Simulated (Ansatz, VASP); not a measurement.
# Mo (Mo(110)): VASP beside Ansatz, part 2 of 2

One calculation is typed for both programs; each brings its own data sets and cutoff. How far apart do they land?

VASP 6.6.1 and Ansatz 0.2.0.

So far: Set-up; Ansatz: band structure, PBE.

In doubt: too few empty bands were carried, so the values of those runs are not to be relied on.

## 3. VASP: band structure, PBE

Level of this step: PBE; plane waves and PAW (Mo) (VASP).

The same cell, functional, mesh and smearing now go to VASP, with its own data sets and cutoff.

Lines of VASP's logs that name or quote its potential files are left out, and so is its time.

Input file INCAR:

```
SYSTEM = Mo
PREC = Normal
ENCUT = 300
EDIFF = 1E-06
NELM = 120
ISMEAR = -1
SIGMA = 0.1
LREAL = .FALSE.
ALGO = Fast
GGA = PE
NBANDS = 39
LASPH = .TRUE.
LORBIT = 11
LWAVE = .FALSE.
LCHARG = .TRUE.
IDIPOL = 3
LDIPOL = .TRUE.
DIPOL = 0.5 0.5 0.5
LVHAR = .TRUE.
LVACPOTAV = .TRUE.
LELF = .TRUE.
NEDOS = 1500
```

Input file POSCAR:

```
Mo
1.0
    2.2273863607     -1.5750000000      0.0000000000
    2.2273863607      1.5750000000      0.0000000000
    0.0000000000      0.0000000000     31.3643181644
Mo
7
Direct
    0.0000000000      0.0000000000      0.2869502838
    0.5000000000      0.5000000000      0.3579668559
    0.0000000000      0.0000000000      0.4289834279
    0.5000000000      0.5000000000      0.5000000000
    0.0000000000      0.0000000000      0.5710165721
    0.5000000000      0.5000000000      0.6420331441
    0.0000000000      0.0000000000      0.7130497162
```

Input file KPOINTS:

```
Automatic mesh
0
Gamma
16 16 1
0 0 0
```

Input file KPOINTS_OPT:

```
Line mode
14
Line-mode
Reciprocal
  0.00000000   0.00000000   0.00000000 GAMMA
  0.37500000  -0.37500000   0.00000000 X

  0.37500000  -0.37500000   0.00000000 X
  0.62500000   0.37500000   0.00000000 A1

  0.62500000   0.37500000   0.00000000 A1
  0.50000000   0.50000000   0.00000000 Y

  0.50000000   0.50000000   0.00000000 Y
  0.00000000   0.00000000   0.00000000 GAMMA
```

Potentials, in the order of the species: Mo (PBE family, release 64).

Run with:

```sh
$ mpirun -np 2 vasp_std
```

Numbers of over 12 decimals in the logs are rounded to 6 here.

The log of the run:

```text
[banner, memory and clock lines left out]
running    2 mpi-ranks, on    1 nodes
 distrk:  each k-point on    2 cores,    1 groups
 distr:  one band on    1 cores,    2 groups

 POSCAR found type information on POSCAR Mo
 POSCAR found :  1 types and       7 ions
 LDA part: xc-table for (Slater+PW92), standard interpolation
|                                                                             |
|           W    W    AA    RRRRR   N    N  II  N    N   GGGG   !!!           |
|           W    W   A  A   R    R  NN   N  II  NN   N  G    G  !!!           |
|           W    W  A    A  R    R  N N  N  II  N N  N  G       !!!           |
|           W WW W  AAAAAA  RRRRR   N  N N  II  N  N N  G  GGG   !            |
|           WW  WW  A    A  R   R   N   NN  II  N   NN  G    G                |
|           W    W  A    A  R    R  N    N  II  N    N   GGGG   !!!           |
|                                                                             |
|     The number of bands has been changed from the values supplied in        |
|     The orbitals not found in the WAVECAR file will be initialized with     |
|     random numbers, which is usually adequate. For correlated               |
|     calculations, however, you should redo the groundstate calculation.     |
|     I found NBANDS = 39. Now, NBANDS = 40.                                  |
|                                                                             |

 POSCAR, INCAR and KPOINTS ok, starting setup
 FFT: planning ... GRIDC
 FFT: planning ... GRID_SOFT
 FFT: planning ... GRID
 WAVECAR not read
 entering main loop
       N       E                     dE             d eps       ncg     rms          rms(c)
DAV:   1     0.115353995562E+03    0.11535E+03   -0.12401E+04  5888   0.556E+02
DAV:   2    -0.686577705794E+02   -0.18401E+03   -0.16650E+03  7520   0.162E+02
DAV:   3    -0.796110704194E+02   -0.10953E+02   -0.10144E+02  7496   0.356E+01
DAV:   4    -0.799480290567E+02   -0.33696E+00   -0.33171E+00  7064   0.650E+00
DAV:   5    -0.799574199150E+02   -0.93909E-02   -0.93617E-02  7872   0.968E-01    0.368E+01
RMM:   6    -0.920721787025E+02   -0.12115E+02   -0.15373E+01  6933   0.112E+01    0.259E+01
RMM:   7    -0.175086753898E+03   -0.83015E+02   -0.43950E+01  9050   0.153E+01    0.518E+01
RMM:   8    -0.101638581556E+03    0.73448E+02   -0.25708E+01  7410   0.130E+01    0.258E+01
RMM:   9    -0.769340811279E+02    0.24705E+02   -0.11789E+01  6627   0.993E+00    0.985E+00
RMM:  10    -0.747066472749E+02    0.22274E+01   -0.18900E+00  6242   0.473E+00    0.585E+00
RMM:  11    -0.746551013651E+02    0.51546E-01   -0.37076E-01  7078   0.179E+00    0.544E+00
RMM:  12    -0.746112738774E+02    0.43827E-01   -0.73121E-02  7400   0.782E-01    0.512E+00
RMM:  13    -0.743809416276E+02    0.23033E+00   -0.14991E-01  6846   0.127E+00    0.358E+00
RMM:  14    -0.742816528021E+02    0.99289E-01   -0.71572E-02  6356   0.875E-01    0.268E+00
[...]
RMM:  24    -0.741703165584E+02   -0.20217E-04   -0.74065E-06  6326   0.723E-03    0.129E-02
RMM:  25    -0.741703217072E+02   -0.51488E-05   -0.15376E-06  4531   0.325E-03    0.503E-03
RMM:  26    -0.741703241813E+02   -0.24741E-05   -0.53955E-07  3880   0.185E-03    0.280E-03
RMM:  27    -0.741703279320E+02   -0.37507E-05   -0.60914E-07  4205   0.174E-03    0.998E-04
RMM:  28    -0.741703295463E+02   -0.16143E-05   -0.10886E-07  2522   0.883E-04    0.139E-03
RMM:  29    -0.741703310512E+02   -0.15049E-05   -0.71720E-08  2534   0.939E-04    0.884E-04
RMM:  30    -0.741703320647E+02   -0.10134E-05   -0.34776E-08  1798   0.660E-04    0.886E-04
RMM:  31    -0.741703326068E+02   -0.54214E-06   -0.22337E-08  1255   0.575E-04
|                                                                             |
|           W    W    AA    RRRRR   N    N  II  N    N   GGGG   !!!           |
|           W    W   A  A   R    R  NN   N  II  NN   N  G    G  !!!           |
|           W    W  A    A  R    R  N N  N  II  N N  N  G       !!!           |
|           W WW W  AAAAAA  RRRRR   N  N N  II  N  N N  G  GGG   !            |
|           WW  WW  A    A  R   R   N   NN  II  N   NN  G    G                |
|           W    W  A    A  R    R  N    N  II  N    N   GGGG   !!!           |
|                                                                             |
|     Did not find any points to average over, which means that no vacuum     |
|     field-free region was found. Please increase the size of  your cell     |
|     in the dimension of the dipole correction to obtain accurate            |
|     workfunction values.                                                    |
|                                                                             |

   1 F= -.74170333E+02 E0= -.74081125E+02  d E =-.178416E+00
 Start KPOINTS_OPT (optional k-point list driver)
k-point batch [1-56\56]
       N       E                     dE             ncg
DAV:   1     0.713581292171E+04   -0.53263E+05     4552
DAV:   2    -0.294821249253E+04   -0.10084E+05     5808
DAV:   3    -0.355297079778E+04   -0.60476E+03     5872
DAV:   4    -0.356974714818E+04   -0.16776E+02     5504
DAV:   5    -0.357023112122E+04   -0.48397E+00     5912
DAV:   6    -0.357024230051E+04   -0.11179E-01     5824
DAV:   7    -0.357024260319E+04   -0.30268E-03     5912
DAV:   8    -0.357024261074E+04   -0.75425E-05     4400
DAV:   9    -0.357024261114E+04   -0.40520E-06     3816
```

From OUTCAR (step 3):

```text
ion  position               nearest neighbor table
   1  0.000  0.000  0.287-   2 2.73   2 2.73   2 3.15   2 3.15
   2  0.500  0.500  0.358-   3 2.73   3 2.73   1 2.73   1 2.73   3 3.15   3 3.15   1 3.15   1 3.15

  LATTYP: Found a base centered orthorhombic cell.
 ALAT       =     3.1500000000
 B/A-ratio  =     1.4142135623
 C/A-ratio  =     9.9569264014

 Subroutine GETGRP returns: Found  8 space group operations
 (whereof  8 operations were pure point group operations)

The static configuration has the point symmetry D_2h.

 Found     73 irreducible k-points:

   k-points           NKPTS =     73   k-points in BZ     NKDIM =     73   number of bands    NBANDS=     40

   dimension x,y,z NGX =    12 NGY =   12 NGZ =  140
   dimension x,y,z NGXF=    24 NGYF=   24 NGZF=  280

   ENCUT  =  300.0 eV  22.05 Ry    4.70 a.u.   3.85  3.85 44.29*2*pi/ulx,y,z

   NELECT =      42.0000    total number of electrons

 k-points in reciprocal lattice and weights: Automatic mesh
   0.00000000  0.00000000  0.00000000       0.004
   0.06250000  0.00000000  0.00000000       0.016
   0.12500000  0.00000000  0.00000000       0.016
   0.18750000  0.00000000  0.00000000       0.016
   0.25000000  0.00000000  0.00000000       0.016
   0.31250000  0.00000000  0.00000000       0.016
   0.37500000  0.00000000  0.00000000       0.016
   0.43750000  0.00000000  0.00000000       0.016
   0.50000000  0.00000000  0.00000000       0.008
[...]
-0.43750000  0.43750000  0.00000000       0.008
   0.50000000  0.50000000  0.00000000       0.004

 dipolmoment           0.000000      0.000000     -0.000000 electrons x Angstroem

 average (electrostatic) potential at core
       1 -42.3728       2 -42.5667       3 -42.4958       4 -42.5107       5 -42.4958
       6 -42.5667       7 -42.3728

 E-fermi :   1.1071

 k-point     1 :       0.0000    0.0000    0.0000
  band No.  band energies     occupation
    ...
     18      -0.2849      2.00000
     19      -0.1033      1.99999
     20       0.0601      1.99994
     21       0.4288      1.99774
     22       0.9394      1.68512
     23       1.2860      0.28649
     24       1.7945      0.00207
     25       2.2034      0.00003
     26       2.2479      0.00002
     27       2.3716      0.00001
    ...

 k-point     2 :       0.0625    0.0000    0.0000
  band No.  band energies     occupation
    ...
     18      -0.2221      2.00000
     19      -0.1044      1.99999
     20       0.0079      1.99997
     21       0.5771      1.99007
     22       0.7091      1.96332
     23       1.4487      0.06358
     24       1.4837      0.04525
     25       1.9459      0.00045
     26       2.0988      0.00010
     27       2.1585      0.00005
    ...

 k-point     3 :       0.1250    0.0000    0.0000
  band No.  band energies     occupation
    ...
     20       0.1369      1.99988
     21       0.4038      1.99824
     22       0.7400      1.95035
     23       1.0881      1.09454
     24       1.1468      0.80414
     25       1.8472      0.00122
     26       1.9654      0.00037
     27       2.0182      0.00022
     28       2.2128      0.00003
     29       2.2653      0.00002
    ...

  Total       -5.2836945     -4.6679790     -3.2730742      0.0000000      0.0000000      0.0000000
  in kB      -38.4685949    -33.9858016    -23.8300240      0.0000000      0.0000000      0.0000000
  external PRESSURE =     -32.0948068 kB  Pullay stress =       0.0000000 kB

  energy-cutoff  :      300.00
  volume of cell :      220.06
      direct lattice vectors                 reciprocal lattice vectors
     2.227386361 -1.575000000  0.000000000     0.224478343 -0.317460317  0.000000000
     2.227386361  1.575000000  0.000000000     0.224478343  0.317460317  0.000000000
     0.000000000  0.000000000 31.364318164     0.000000000  0.000000000  0.031883365

 POSITION                                       TOTAL-FORCE (eV/Angst)
 -----------------------------------------------------------------------------------
      0.00000      0.00000      9.00000         0.000000      0.000000      0.646825
      2.22739      0.00000     11.22739         0.000000      0.000000     -0.639079
      0.00000      0.00000     13.45477        -0.000000      0.000000     -0.013734
      2.22739      0.00000     15.68216        -0.000000      0.000000      0.000000
      0.00000      0.00000     17.90955        -0.000000      0.000000      0.013734
      2.22739      0.00000     20.13693         0.000000      0.000000      0.639079
      0.00000      0.00000     22.36432         0.000000      0.000000     -0.646825
 -----------------------------------------------------------------------------------
    total drift:                                0.000000      0.000000     -0.000000

  FREE ENERGIE OF THE ION-ELECTRON SYSTEM (eV)
  ---------------------------------------------------
  free  energy   TOTEN  =       -74.1703326068 eV

  energy  without entropy=      -73.9919166605  energy(sigma->0) =      -74.08112463

 vacuum level on the upper side and lower side of the slab         5.783         5.783

 total charge
# of ion       s       p       d       tot
------------------------------------------
    1        0.499   0.394   4.279   5.172
    2        0.521   0.551   4.343   5.415
    3        0.522   0.558   4.348   5.427
    4        0.523   0.563   4.336   5.423
    5        0.522   0.558   4.348   5.427
    6        0.521   0.551   4.343   5.415
    7        0.499   0.394   4.279   5.172
--------------------------------------------------
tot          3.606   3.569  30.276  37.452

[... 3 further parts left out ...]
```

The data set Mo keeps the semicore shell frozen, which is cheaper and a little less accurate.

## 4. Comparison

Known differences besides the PAW data sets themselves: the data sets hold 98 valence electrons in Ansatz (default PAW (the set named soft_2) files) and 42 in VASP; the cutoff is 420 eV in Ansatz and 300 eV in VASP (PREC = Normal). Total energies have different zeros and are not compared.

Both answers:

```csv
quantity,Ansatz,VASP,difference
"work function, lower of the two faces (eV)",4.66,4.68,-0.02
"work function, higher of the two faces (eV)",4.66,4.68,-0.01
```

Forces (eV/Å; atoms numbered as in POSCAR):

```csv
atom,"Ansatz x, y, z","VASP x, y, z"
Mo1,"0.000, 0.000, 0.512","0.000, 0.000, 0.647"
Mo2,"0.000, 0.000, -0.624","0.000, 0.000, -0.639"
Mo3,"0.000, 0.000, -0.021","0.000, 0.000, -0.014"
Mo4,"0.000, 0.000, 0.000","0.000, 0.000, 0.000"
Mo5,"0.000, 0.000, 0.021","0.000, 0.000, 0.014"
Mo6,"0.000, 0.000, 0.624","0.000, 0.000, 0.639"
Mo7,"0.000, 0.000, -0.512","0.000, 0.000, -0.647"
```

The forces differ by 42 meV/Å r.m.s., which is 15.0 % of the r.m.s. force of 0.28 eV/Å (both taken over all components). Levels from 3 eV below to 2 eV above the Fermi level differ by 114 meV r.m.s. and 1358 meV at most; each VASP level is matched to the nearest of Ansatz, which flatters the figure a little.

## 5. Further runs

The difference is large enough to ask for its cause, so further runs change the set-up of one program at a time, as the table lists.

```csv
run,r.m.s. force difference (% of the r.m.s. force)
as above,15
Ansatz's larger PAW set (cutoff 640 eV),15
norm-conserving potentials (cutoff 1088 eV),15
```

## 6. Summary of results

```yaml
r_m_s_force_difference_band_structure_pbe: 15 % of the r.m.s. force
r_m_s_difference_of_levels_near_the_fermi_level_band_structure_pbe: 114 meV
```

In words: The r.m.s. force difference is 15 % of the r.m.s. force (band structure, PBE), beyond the 3 % picked in this series as the mark of a large difference. Also far apart in the band structure, PBE pair: the r.m.s. difference of levels near the Fermi level, 114 meV. For band structure, PBE: no further run halves the r.m.s. force difference; only Ansatz's side was varied, and Ansatz's runs with other potentials lie closer to each other than to VASP, which for this quantity points to VASP's side; this was not tested here. How closely two codes agree says nothing of how well the functional describes the real material.

[Lines on the potential files, build, host, timing and source positions are cut from VASP's logs without a mark.]

[Logs are printed without paths, hosts, clocks, repeated set-up lines and the standing remarks that a program may print on its own settings, such as how far it seeks lower states.]

[Hosts, paths, dates, database ids (printed as entryN), source tags and the programs' standing remarks are cut or masked in the printed files.]
